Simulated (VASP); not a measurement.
GaP:

```
Ga P
1.0
     0.00000    2.71733    2.71733
     2.71733    0.00000    2.71733
     2.71733    2.71733    0.00000
Ga P
1 1
Direct
  0.00000 0.00000 0.00000
  0.25000 0.25000 0.25000
```

The cell was built by a generator and needn't be a form met in nature.

Program: VASP 6.6.1. Alike in all runs: potentials or basis VASP PAW PBE potentials, release 64 (Ga_d, P); cell as given; cutoff (eV) 520; smearing gaussian 0.02 eV. Hardware: 1 thread of Intel(R) Xeon(R) 6975P-C (Granite Rapids) (shared host).

Q: Order these runs on this cell by their wall time, lowest first.
A. task band structure; level PBE; spin non-collinear, zero start, SOC; k mesh 10 × 10 × 10
B. task electrostatic potential; level r2SCAN+rVV10; spin off; k mesh 10 × 10 × 10
C. task band structure; level HSE06; spin off; k mesh 6 × 6 × 6; grid for exact exchange (PRECFOCK) Fast; screening parameter 0.2 1/A
D. task band structure; level PBE; spin off; k mesh 10 × 10 × 10
E. task electrostatic potential; level PBE; spin off; k mesh 10 × 10 × 10

A: E (16 s), D (44 s), B (89 s), A (360 s), C (2100 s).
